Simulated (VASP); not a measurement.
# TiGe: structure and properties in VASP, part 2 of 5

Aim: relax TiGe, then compute properties on the relaxed cell. The cell is invented: it takes the structure of a Materials Project entry for ZrTi (space group 123 there), with some of its atoms replaced by other elements, volume scaled by an estimate. It may not be a known or stable phase. Left out of this account: 1 further run (bands with HSE06: it ended just at its time limit, and its output was not read). The atoms of the start are displaced at random from the sites of a P4/mmm cell.

VASP 6.6.1, plane waves and PAW; the level of theory is named at each step.

Still holding for the runs below: The k-mesh is coarse for a metal.

So far. Step 2 (Rough relaxation of the start cell): It ends with a largest force of 0.018 eV/Å and a pressure of -0.21 GPa.

### 3. Relaxing cell and atoms (AM05)

Level of this step: AM05; plane waves and PAW (Ge_d, Ti_sv); invented cell (VASP).

Properties are meant for the cell that this level of theory prefers, so cell and atoms are relaxed first (ISIF = 3) until forces and stress are small; EDIFFG sets the threshold.

INCAR

```
SYSTEM = TiGe
PREC = Accurate
ENCUT = 410
EDIFF = 1E-06
NELM = 100
ISMEAR = 0
SIGMA = 0.05
LREAL = .FALSE.
ALGO = Normal
GGA = AM
NBANDS = 19
LORBIT = 11
LWAVE = .FALSE.
LCHARG = .FALSE.
IBRION = 2
NSW = 60
ISIF = 3
EDIFFG = -0.01
```

POSCAR

```
TiGe
1.0
    2.8347128600      0.0000000000      0.0000000000
    0.0000000000      2.8347128600      0.0000000000
    0.0000000000      0.0000000000      3.7770349300
Ge Ti
1 1
Direct
    0.5000000000      0.5000000000      0.5000000000
    0.0000000000      0.0000000000      0.0000000000
```

KPOINTS

```
Automatic mesh
0
Gamma
7 7 5
0 0 0
```

Potentials, in the order of the species: Ge_d and Ti_sv (PBE family, release 64).

The cell reached was symmetrised within 0.01 Å before this step, which raises the operations from 1 to 16, which the run then keeps.

Launch:

```console
$ mpirun -np 1 vasp_std
```

The log of the run:

```text
[banner, memory and clock lines left out]
running    1 mpi-ranks, on    1 nodes
 distrk:  each k-point on    1 cores,    1 groups
 distr:  one band on    1 cores,    1 groups

 POSCAR found type information on POSCAR GeTi
 POSCAR found :  2 types and       2 ions
 [... a notice as in an earlier step ...]

 LDA part: xc-table for (Slater+PW92), standard interpolation
 POSCAR, INCAR and KPOINTS ok, starting setup
 FFT: planning ... GRIDC
 FFT: planning ... GRID_SOFT
 FFT: planning ... GRID
 WAVECAR not read
 entering main loop
       N       E                     dE             d eps       ncg     rms          rms(c)
DAV:   1     0.179245161812E+03    0.17925E+03   -0.11797E+04  1226   0.285E+03
DAV:   2     0.402957966449E+01   -0.17522E+03   -0.17185E+03  1140   0.493E+02
DAV:   3    -0.144814417751E+02   -0.18511E+02   -0.18257E+02  1263   0.130E+02
DAV:   4    -0.153747963673E+02   -0.89335E+00   -0.88487E+00  1668   0.259E+01
DAV:   5    -0.153940553135E+02   -0.19259E-01   -0.19256E-01  1300   0.304E+00    0.108E+01
DAV:   6    -0.139731307831E+02    0.14209E+01   -0.83634E+00  1262   0.252E+01    0.304E+00
DAV:   7    -0.138530180084E+02    0.12011E+00   -0.92888E-01  1271   0.105E+01    0.237E+00
DAV:   8    -0.138344639009E+02    0.18554E-01   -0.18409E-01  1542   0.425E+00    0.698E-01
DAV:   9    -0.138308501294E+02    0.36138E-02   -0.52094E-02  1269   0.267E+00    0.333E-01
DAV:  10    -0.138302199489E+02    0.63018E-03   -0.40047E-03  1277   0.587E-01    0.386E-02
DAV:  11    -0.138302439433E+02   -0.23994E-04   -0.46124E-04  1520   0.205E-01    0.337E-02
DAV:  12    -0.138302404176E+02    0.35257E-05   -0.16495E-05  1388   0.370E-02    0.203E-02
DAV:  13    -0.138302381638E+02    0.22538E-05   -0.91828E-06  1333   0.227E-02    0.573E-03
DAV:  14    -0.138302385459E+02   -0.38204E-06   -0.63331E-07   752   0.670E-03
   1 F= -.13830239E+02 E0= -.13829363E+02  d E =-.138302E+02
 curvature:   0.00 expect dE= 0.000E+00 dE for cont linesearch  0.000E+00
 trial: gam= 0.00000 g(F)=  0.000E+00 g(S)=  0.109E-03 ort = 0.000E+00 (trialstep = 0.100E+01)
 search vector abs. value=  0.109E-03
 bond charge predicted
       N       E                     dE             d eps       ncg     rms          rms(c)
DAV:   1    -0.138309343361E+02   -0.69617E-03   -0.16232E-02  1377   0.174E+00    0.182E-01
DAV:   2    -0.138304858674E+02    0.44847E-03   -0.12306E-03  1259   0.437E-01    0.910E-02
DAV:   3    -0.138303293363E+02    0.15653E-03   -0.26236E-04  1695   0.178E-01    0.369E-02
DAV:   4    -0.138303039370E+02    0.25399E-04   -0.68138E-05  1765   0.812E-02    0.164E-02
DAV:   5    -0.138303046460E+02   -0.70899E-06   -0.91575E-06  1345   0.434E-02
   2 F= -.13830305E+02 E0= -.13829429E+02  d E =-.661001E-04
[...]
3 F= -.13830253E+02 E0= -.13829377E+02  d E =-.143457E-04
[...]
4 F= -.13830305E+02 E0= -.13829429E+02  d E =-.662088E-04
[...]
5 F= -.13830308E+02 E0= -.13829432E+02  d E =-.692492E-04
 curvature:  -0.23 expect dE=-0.129E-04 dE for cont linesearch -0.713E-06
 ZBRENT: interpolating
 opt :   1.1730  next Energy=   -13.830309 (dE=-0.702E-04)
 bond charge predicted
       N       E                     dE             d eps       ncg     rms          rms(c)
DAV:   1    -0.138303121529E+02   -0.41238E-05   -0.11629E-04  1367   0.147E-01    0.153E-02
DAV:   2    -0.138303089606E+02    0.31924E-05   -0.87619E-06  1247   0.365E-02    0.766E-03
DAV:   3    -0.138303078806E+02    0.10800E-05   -0.16191E-06   847   0.149E-02    0.326E-03
DAV:   4    -0.138303076682E+02    0.21237E-06   -0.80040E-07   696   0.839E-03
   6 F= -.13830308E+02 E0= -.13829432E+02  d E =-.691224E-04
 curvature:  -0.31 expect dE=-0.922E-06 dE for cont linesearch -0.318E-06
 trial: gam=-0.06942 g(F)=  0.649E-63 g(S)=  0.294E-05 ort = 0.105E-04 (trialstep = 0.103E+01)
 search vector abs. value=  0.201E-05
 reached required accuracy - stopping structural energy minimisation
```

It took 61 s on 1 MPI rank of AMD EPYC 7R43, shared host; peak memory 0.11 GiB.

OUTCAR, selected parts (step 3):

```text
  LATTYP: Found a simple tetragonal cell.
 ALAT       =     2.8347128600
 C/A-ratio  =     1.3324224063

 Subroutine GETGRP returns: Found 16 space group operations
 (whereof 16 operations were pure point group operations)

The static configuration has the point symmetry D_4h.

 Found     30 irreducible k-points:

   k-points           NKPTS =     30   k-points in BZ     NKDIM =     30   number of bands    NBANDS=     19

   dimension x,y,z NGX =    20 NGY =   20 NGZ =   28
   dimension x,y,z NGXF=    40 NGYF=   40 NGZF=   56

   ENCUT  =  410.0 eV  30.13 Ry    5.49 a.u.   4.68  4.68  6.24*2*pi/ulx,y,z

   NELECT =      26.0000    total number of electrons

 E-fermi :   9.6314

 k-point     1 :       0.0000    0.0000    0.0000
  band No.  band energies     occupation
    ...
      9     -14.8787      2.00000
     10      -2.8766      2.00000
     11       7.4386      2.00000
     12       8.0832      2.00000
     13       8.3351      2.00000
     14      11.4689      0.00000
     15      11.4689      0.00000
     16      12.4832      0.00000
     17      14.6326      0.00000
     18      14.6326      0.00000
    ...

 k-point     2 :       0.1429    0.0000    0.0000
  band No.  band energies     occupation
    ...
      9     -14.8779      2.00000
     10      -2.4869      2.00000
     11       7.6803      2.00000
     12       7.8094      2.00000
     13       8.2667      2.00000
     14      11.5188      0.00000
     15      11.9270      0.00000
     16      11.9381      0.00000
     17      12.4748      0.00000
     18      15.3543      0.00000
    ...

  Total        0.0074109      0.0074109     -0.0034758      0.0000000      0.0000000      0.0000000
  in kB        0.3916035      0.3916035     -0.1836669      0.0000000      0.0000000      0.0000000
  external PRESSURE =       0.1998467 kB  Pullay stress =       0.0000000 kB

  energy-cutoff  :      410.00
  volume of cell :       30.32
      direct lattice vectors                 reciprocal lattice vectors
     2.835865460  0.000000000 -0.000000000     0.352626037  0.000000000 -0.000000000
     0.000000000  2.835865460  0.000000000    -0.000000000  0.352626037 -0.000000000
     0.000000000  0.000000000  3.770185288     0.000000000 -0.000000000  0.265238953

 POSITION                                       TOTAL-FORCE (eV/Angst)
 -----------------------------------------------------------------------------------
      1.41793      1.41793      1.88509         0.000000      0.000000      0.000000
      0.00000      0.00000      0.00000        -0.000000     -0.000000      0.000000
 -----------------------------------------------------------------------------------
    total drift:                               -0.000000      0.000000      0.000000

  FREE ENERGIE OF THE ION-ELECTRON SYSTEM (eV)
  ---------------------------------------------------
  free  energy   TOTEN  =       -13.8303076682 eV

  energy  without entropy=      -13.8285566000  energy(sigma->0) =      -13.82943213

 total charge
# of ion       s       p       d       tot
------------------------------------------
    1        1.136   1.268  10.057  12.461
    2        2.188   6.116   2.042  10.345
--------------------------------------------------
tot          3.324   7.384  12.099  22.806

[... 1 part as in an earlier step ...]

[... 7 further parts left out ...]
```

The run keeps the 16 symmetry operations of its start, so it cannot find a distortion of lower symmetry.

Step by step:

```tsv
step	energy less that of the first step (eV)	largest force (eV/Å)	pressure (GPa)	volume (Å³)
1	0.0000	0.0000	-0.06	30.35
2	-0.0001	0.0000	-0.12	30.32
3	0.0000	0.0000	0.21	30.29
4	-0.0001	0.0000	0.25	30.31
5	-0.0001	0.0000	0.15	30.32
6	-0.0001	0.0000	0.02	30.32
```

```tsv
conventional cell, symmetrised	before	after	change
a (Å)	2.835	2.836	+0.0 %
b (Å)	2.835	2.836	+0.0 %
c (Å)	3.777	3.770	-0.2 %
volume (Å³/atom)	15.18	15.16	-0.1 %
```

Final coordinates:

```xyz
2
Lattice="2.8359 0.0000 0.0000 0.0000 2.8359 0.0000 0.0000 0.0000 3.7702" Properties=species:S:1:pos:R:3 pbc="T T T"
Ge    1.4179    1.4179    1.8851
Ti    0.0000    0.0000    0.0000
```

Numbers from this step:

```yaml
irreducible_k_points: 30
symmetry_operations: 16
free_energy_toten: -13.83 eV
energy_at_zero_smearing: -13.83 eV
fermi_energy: 9.631 eV
pressure: 0.01998 GPa
scf_cycles_over_all_ionic_steps: 39
```

It ends with forces that vanish by symmetry and a pressure of 0.02 GPa.

### 4. Density, ELF and potential (AM05)

A single point on the relaxed cell gives a clean self-consistent state, with density, ELF and potential written out.

Changes to INCAR since step 3:

```diff
@@ -13,6 +13,5 @@
 LWAVE = .FALSE.
-LCHARG = .FALSE.
-IBRION = 2
-NSW = 60
-ISIF = 3
-EDIFFG = -0.01
+LCHARG = .TRUE.
+ISIF = 2
+LELF = .TRUE.
+LVHAR = .TRUE.
```

POSCAR

```
TiGe
1.0
    2.8358654604      0.0000000000      0.0000000000
    0.0000000000      2.8358654604      0.0000000000
    0.0000000000      0.0000000000      3.7701852880
Ge Ti
1 1
Direct
    0.5000000000      0.5000000000      0.5000000000
    0.0000000000      0.0000000000      0.0000000000
```

KPOINTS is that of step 3.

Launch:

```console
$ mpirun -np 1 vasp_std
```

The log of the run:

```text
[... set-up lines as in an earlier step ...]
 entering main loop
       N       E                     dE             d eps       ncg     rms          rms(c)
DAV:   1     0.179574962238E+03    0.17957E+03   -0.11861E+04  1248   0.288E+03
DAV:   2     0.399726564715E+01   -0.17558E+03   -0.17198E+03  1140   0.498E+02
DAV:   3    -0.145523143069E+02   -0.18550E+02   -0.18336E+02  1256   0.131E+02
DAV:   4    -0.153770210188E+02   -0.82471E+00   -0.82007E+00  1636   0.265E+01
DAV:   5    -0.153957548495E+02   -0.18734E-01   -0.18723E-01  1338   0.326E+00    0.108E+01
DAV:   6    -0.139718966070E+02    0.14239E+01   -0.83644E+00  1267   0.253E+01    0.304E+00
DAV:   7    -0.138526542319E+02    0.11924E+00   -0.92341E-01  1298   0.104E+01    0.237E+00
DAV:   8    -0.138343414934E+02    0.18313E-01   -0.18233E-01  1561   0.422E+00    0.698E-01
DAV:   9    -0.138307636891E+02    0.35778E-02   -0.51655E-02  1260   0.266E+00    0.331E-01
DAV:  10    -0.138301370845E+02    0.62660E-03   -0.39585E-03  1288   0.583E-01    0.379E-02
DAV:  11    -0.138301610840E+02   -0.23999E-04   -0.45033E-04  1499   0.200E-01    0.337E-02
DAV:  12    -0.138301574411E+02    0.36429E-05   -0.17159E-05  1386   0.384E-02    0.189E-02
DAV:  13    -0.138301555348E+02    0.19063E-05   -0.82320E-06  1341   0.218E-02    0.535E-03
DAV:  14    -0.138301559429E+02   -0.40804E-06   -0.55285E-07   726   0.660E-03
   1 F= -.13830156E+02 E0= -.13829280E+02  d E =-.175107E-02
```

Elapsed: 28 s, on 1 MPI rank; peak memory 0.1 GiB.

From OUTCAR (step 4):

```text
  LATTYP: Found a simple tetragonal cell.
 ALAT       =     2.8358654604
 C/A-ratio  =     1.3294654985

The static configuration has the point symmetry D_4h.

 Found     30 irreducible k-points:

   ENCUT  =  410.0 eV  30.13 Ry    5.49 a.u.   4.68  4.68  6.22*2*pi/ulx,y,z

   NELECT =      26.0000    total number of electrons

 E-fermi :   9.6313

 k-point     1 :       0.0000    0.0000    0.0000
  band No.  band energies     occupation
    ...
      9     -14.8789      2.00000
     10      -2.8766      2.00000
     11       7.4386      2.00000
     12       8.0832      2.00000
     13       8.3350      2.00000
     14      11.4686      0.00000
     15      11.4686      0.00000
     16      12.4829      0.00000
     17      14.6326      0.00000
     18      14.6326      0.00000
    ...

 k-point     2 :       0.1429    0.0000    0.0000
  band No.  band energies     occupation
    ...
      9     -14.8781      2.00000
     10      -2.4868      2.00000
     11       7.6802      2.00000
     12       7.8093      2.00000
     13       8.2665      2.00000
     14      11.5185      0.00000
     15      11.9267      0.00000
     16      11.9378      0.00000
     17      12.4748      0.00000
     18      15.3543      0.00000
    ...

  Total        0.0202498      0.0202498      0.0060072      0.0000000      0.0000000      0.0000000
  in kB        1.0700330      1.0700330      0.3174300      0.0000000      0.0000000      0.0000000
  external PRESSURE =       0.8191653 kB  Pullay stress =       0.0000000 kB

  energy-cutoff  :      410.00
  volume of cell :       30.32
      direct lattice vectors                 reciprocal lattice vectors
     2.835865460  0.000000000  0.000000000     0.352626037  0.000000000  0.000000000
     0.000000000  2.835865460  0.000000000     0.000000000  0.352626037  0.000000000
     0.000000000  0.000000000  3.770185288     0.000000000  0.000000000  0.265238953

 POSITION                                       TOTAL-FORCE (eV/Angst)
 -----------------------------------------------------------------------------------
      1.41793      1.41793      1.88509         0.000000      0.000000      0.000000
      0.00000      0.00000      0.00000         0.000000      0.000000      0.000000
 -----------------------------------------------------------------------------------
    total drift:                               -0.000000      0.000000      0.000000

  FREE ENERGIE OF THE ION-ELECTRON SYSTEM (eV)
  ---------------------------------------------------
  free  energy   TOTEN  =       -13.8301559429 eV

  energy  without entropy=      -13.8284048747  energy(sigma->0) =      -13.82928041

[... 6 parts as in an earlier step ...]

[... 5 further parts left out ...]
```

This step gave:

- SCF cycles: 14
- pressure: 0.08192 GPa

Valence electrons inside each PAW sphere by angular momentum. Sphere charges, by row:

```tsv
atom	s (e)	p (e)	d (e)	tot (e)
Ge1	1.136	1.268	10.06	12.46
Ti2	2.188	6.116	2.042	10.35
```

Valence density in the ac plane at fractional y = 0.000, with atoms of Ti within 0.2 Å of it. It is the smooth field of the valence electrons, not physical close to the nuclei.

Ten steps, logarithmic in the rise over the least value, from '_' (0 e/Å³) to '@' (15 e/Å³):
```
@@@@%%**==::........::==**%%@@
%%%%##++--::........::--++##%%
****++--::....____....::--++**
====--::....________....::--==
........________________......
______________....____________
____________........__________
____________........__________
__________............________
__________............________
____________........__________
____________........__________
______________....____________
........________________......
====--::....________....::--==
****++--::....____....::--++**
%%%%##++--::........::--++##%%
@@@@%%**==::........::==**%%@@
@@@@%%##++::........::++##%%@@
```
Columns run along a (2.8 Å), rows up along c (3.8 Å). Atoms in or near the plane, at fractional coordinates: Ti at (0.00, 0.00).

Electrostatic potential energy in the ac plane at fractional y = 0.000, with atoms of Ti within 0.2 Å of it. With pseudopotentials it is smooth inside the atoms' cores, unlike the true potential.

Values in eV, 18 rows by 15 columns, each cell a mean:
```
-63 -63 -58 -45 -29 -11  -3  -2  -2  -3 -11 -29 -45 -58 -63
-59 -57 -50 -37 -21  -7  -2  -1  -1  -2  -7 -21 -37 -50 -57
-44 -42 -34 -24 -11  -3  -2   0   0  -2  -3 -11 -24 -34 -42
-25 -23 -17 -10  -4  -2  -1   0   0  -1  -2  -4 -10 -17 -23
 -8  -7  -5  -3  -2  -1   0   0   0   0  -1  -2  -3  -5  -7
 -2  -2  -2  -1  -1   0   0   0   0   0   0  -1  -1  -2  -2
  0   0   0   0   0   0   0   0   0   0   0   0   0   0   0
  1   1   1   1   0   0   0  -1  -1   0   0   0   1   1   1
  2   2   2   1   1   0  -1  -1  -1  -1   0   1   1   2   2
  1   1   1   1   0   0   0  -1  -1   0   0   0   1   1   1
  0   0   0   0   0   0   0   0   0   0   0   0   0   0   0
 -2  -2  -2  -1  -1   0   0   0   0   0   0  -1  -1  -2  -2
 -8  -7  -5  -3  -2  -1   0   0   0   0  -1  -2  -3  -5  -7
-24 -22 -16  -9  -4  -2  -1   0   0  -1  -2  -4  -9 -16 -22
-43 -41 -34 -23 -10  -3  -2   0   0  -2  -3 -10 -23 -34 -41
-59 -56 -49 -36 -21  -7  -2  -1  -1  -2  -7 -21 -36 -49 -56
-63 -62 -58 -45 -28 -11  -3  -2  -2  -3 -11 -28 -45 -58 -62
-63 -63 -61 -48 -31 -13  -3  -2  -2  -3 -13 -31 -48 -61 -63
```
Columns run along a (2.8 Å; values clipped at the 3rd and 97th percentile), rows up along c (3.8 Å). Atoms in or near the plane, at fractional coordinates: Ti at (0.00, 0.00).

ELF in the ac plane at fractional y = 0.000, with atoms of Ti within 0.2 Å of it. It is the smooth field of the valence electrons, not physical close to the nuclei.

Values, 18 rows by 15 columns, each cell a mean:
```
0.95 0.92 0.80 0.55 0.39 0.29 0.25 0.35 0.35 0.25 0.29 0.39 0.55 0.80 0.92
0.83 0.78 0.61 0.41 0.29 0.21 0.24 0.36 0.36 0.24 0.21 0.29 0.41 0.61 0.78
0.57 0.51 0.38 0.25 0.17 0.16 0.26 0.38 0.38 0.26 0.16 0.17 0.25 0.38 0.51
0.31 0.27 0.20 0.14 0.13 0.19 0.32 0.41 0.41 0.32 0.19 0.13 0.14 0.20 0.27
0.14 0.13 0.11 0.12 0.17 0.28 0.38 0.43 0.43 0.38 0.28 0.17 0.12 0.11 0.13
0.12 0.13 0.15 0.20 0.27 0.35 0.41 0.44 0.44 0.41 0.35 0.27 0.20 0.15 0.13
0.20 0.21 0.24 0.28 0.34 0.39 0.42 0.44 0.44 0.42 0.39 0.34 0.28 0.24 0.21
0.27 0.27 0.29 0.32 0.36 0.40 0.43 0.44 0.44 0.43 0.40 0.36 0.32 0.29 0.27
0.29 0.29 0.31 0.33 0.37 0.40 0.43 0.43 0.43 0.43 0.40 0.37 0.33 0.31 0.29
0.27 0.28 0.30 0.32 0.36 0.40 0.43 0.44 0.44 0.43 0.40 0.36 0.32 0.30 0.28
0.21 0.21 0.24 0.29 0.34 0.39 0.42 0.44 0.44 0.42 0.39 0.34 0.29 0.24 0.21
0.13 0.13 0.15 0.20 0.28 0.35 0.41 0.44 0.44 0.41 0.35 0.28 0.20 0.15 0.13
0.14 0.13 0.11 0.12 0.18 0.28 0.38 0.43 0.43 0.38 0.28 0.18 0.12 0.11 0.13
0.30 0.26 0.19 0.14 0.13 0.19 0.32 0.41 0.41 0.32 0.19 0.13 0.14 0.19 0.26
0.56 0.50 0.37 0.24 0.17 0.16 0.26 0.38 0.38 0.26 0.16 0.17 0.24 0.37 0.50
0.82 0.77 0.60 0.40 0.28 0.21 0.24 0.36 0.36 0.24 0.21 0.28 0.40 0.60 0.77
0.94 0.92 0.79 0.54 0.38 0.29 0.25 0.35 0.35 0.25 0.29 0.38 0.54 0.79 0.92
0.97 0.95 0.85 0.61 0.43 0.33 0.26 0.35 0.35 0.26 0.33 0.43 0.61 0.85 0.95
```
Columns run along a (2.8 Å), rows up along c (3.8 Å). Atoms in or near the plane, at fractional coordinates: Ti at (0.00, 0.00).

In this run the pressure is 0.08 GPa, small enough to go on.

(Part 2 of 5 ends here.)

[Lines on the potential files, build, host, timing and source positions are cut from VASP's logs without a mark.]

[Logs are printed without paths, hosts, clocks, repeated set-up lines and the standing remarks that a program may print on its own settings, such as how far it seeks lower states.]

[Hosts, paths, dates, database ids (printed as entryN), source tags and the programs' standing remarks are cut or masked in the printed files.]

[A measured line is paired with the nearest computed mode of its activity, which favours agreement.]
